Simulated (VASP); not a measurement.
Computed with PBE GGA, VASP's PBE PAW potentials (set 64) (plane waves; VASP 6.6.1).

VASP ran on this input.

**KPOINTS**
```
Automatic mesh
0
Gamma
12 12 12
0 0 0
```

### INCAR
```
SYSTEM = Pb
PREC = Accurate
ENCUT = 480
EDIFF = 1E-7
NELM = 100
ALGO = Normal
LREAL = .FALSE.
LASPH = .TRUE.
ISMEAR = 1
SIGMA = 0.1
GGA = PE
LMAXMIX = 4
LWAVE = .FALSE.
LCHARG = .FALSE.
ISIF = 3
IBRION = 2
NSW = 40
EDIFFG = -0.01
PSTRESS = 150
```

POSCAR:
```
Pb
1
   -0.0000000000     2.3402507981     2.3402507981
    2.3402507981     0.0000000000     2.3402507981
    2.3402507981     2.3402507981    -0.0000000000
Pb
1
Direct
  0.0000000000   0.0000000000   0.0000000000
```

POTCAR, in this order: Pb_d (PBE.64 set). Program: vasp_std.

The resulting files:

File OSZICAR:
```
       N       E                     dE             d eps       ncg     rms          rms(c)
DAV:   1     0.986184634493E+02    0.98618E+02   -0.71557E+03  1613   0.152E+03
DAV:   2     0.743542240568E+00   -0.97875E+02   -0.95851E+02  1626   0.324E+02
DAV:   3    -0.323893810185E+01   -0.39825E+01   -0.39596E+01  1874   0.770E+01
DAV:   4    -0.332144729197E+01   -0.82509E-01   -0.82477E-01  1922   0.115E+01
DAV:   5    -0.332479138019E+01   -0.33441E-02   -0.33440E-02  1982   0.207E+00    0.739E-01
DAV:   6    -0.330948849954E+01    0.15303E-01   -0.18578E-02  1941   0.291E+00    0.355E-01
DAV:   7    -0.330474407218E+01    0.47444E-02   -0.82547E-03  1902   0.182E+00    0.888E-02
DAV:   8    -0.330442892788E+01    0.31514E-03   -0.45084E-04  2150   0.404E-01    0.961E-03
DAV:   9    -0.330442255087E+01    0.63770E-05   -0.90432E-06  1982   0.619E-02    0.580E-03
DAV:  10    -0.330441922104E+01    0.33298E-05   -0.87889E-07  1991   0.152E-02    0.249E-04
DAV:  11    -0.330441921572E+01    0.53262E-08   -0.88701E-09  1059   0.135E-03
   1 F= -.90449306E+00 E0= -.90424035E+00  d E =-.904493E+00
```

OUTCAR:
```
------------------------ aborting loop because EDIFF is reached ----------------------------------------
  FORCE on cell =-STRESS in cart. coord.  units (eV):
  Direction    XX          YY          ZZ          XY          YZ          ZX
  --------------------------------------------------------------------------------------
  Total        2.4050446      2.4050446      2.4050446     -0.0000000     -0.0000000     -0.0000000
  in kB      150.3199139    150.3199139    150.3199139     -0.0000000     -0.0000000     -0.0000000
  external PRESSURE =       0.3199139 kB  Pullay stress =     150.0000000 kB
  volume of cell :       25.63
      direct lattice vectors                 reciprocal lattice vectors
     0.000000000  2.340250798  2.340250798    -0.213652315  0.213652315  0.213652315
     2.340250798  0.000000000  2.340250798     0.213652315 -0.213652315  0.213652315
     2.340250798  2.340250798  0.000000000     0.213652315  0.213652315 -0.213652315
 POSITION                                       TOTAL-FORCE (eV/Angst)
 -----------------------------------------------------------------------------------
      0.00000      0.00000      0.00000         0.000000      0.000000      0.000000
 -----------------------------------------------------------------------------------
    total drift:                                0.000000      0.000000      0.000000
  FREE ENERGIE OF THE ION-ELECTRON SYSTEM (eV)
  ---------------------------------------------------
  free  energy   TOTEN  =        -3.3044192157 eV

  energy  without entropy=       -3.3036610730  energy(sigma->0) =       -3.30416650
  enthalpy is  TOTEN    =        -0.9044930630 eV   P V=        2.3999261527

 reached required accuracy - stopping structural energy minimisation
```
(Selected blocks of OUTCAR.)

### OUTCAR
```
 val. band max:        9.3373130398   @ k =  -0.3333   0.2500   0.0000

 cond. band min:       9.3801881568   @ k =  -0.3333   0.3333   0.1667


 Fermi energy:         9.3709835900

 k-point     1 :       0.0000    0.0000    0.0000
  band No.  band energies     occupation
      1      -7.9236      2.00000
      2      -7.9236      2.00000
      3      -7.9236      2.00000
      4      -7.6920      2.00000
      5      -7.6920      2.00000
      6      -3.6913      2.00000
      7      18.1286      0.00000
      8      18.1286      0.00000
      9      18.1286      0.00000
     10      19.1345      0.00000
     11      22.8277      0.00000

 k-point     2 :       0.0833    0.0000    0.0000
  band No.  band energies     occupation
      1      -7.9257      2.00000
      2      -7.9078      2.00000
      3      -7.9078      2.00000
      4      -7.6935      2.00000
      5      -7.6935      2.00000
      6      -3.5329      2.00000
      7      16.3364      0.00000
      8      17.9401      0.00000
      9      17.9401      0.00000
     10      19.0364      0.00000
     11      23.1043      0.00000

 k-point     3 :       0.1667    0.0000    0.0000
  band No.  band energies     occupation
      1      -7.9352      2.00000
      2      -7.8762      2.00000
      3      -7.8762      2.00000
      4      -7.6851      2.00000
      5      -7.6851      2.00000
      6      -3.0526      2.00000
      7      13.3445      0.00000
      8      17.4753      0.00000
      9      17.4753      0.00000
     10      18.9662      0.00000
     11      22.7103      0.00000

 k-point     4 :       0.2500    0.0000    0.0000
  band No.  band energies     occupation
      1      -7.9557      2.00000
      2      -7.8665      2.00000
      3      -7.8665      2.00000
      4      -7.6387      2.00000
      5      -7.6387      2.00000
      6      -2.2453      2.00000
      7      10.3871     -0.00000
      8      16.9098      0.00000
      9      16.9098      0.00000
...
```

Unless said otherwise, spin-orbit coupling is left out, though it shifts the bands of the heavy elements here.

The compound is Pb in the fcc structure. It was relaxed first under an external pressure of 15 GPa.
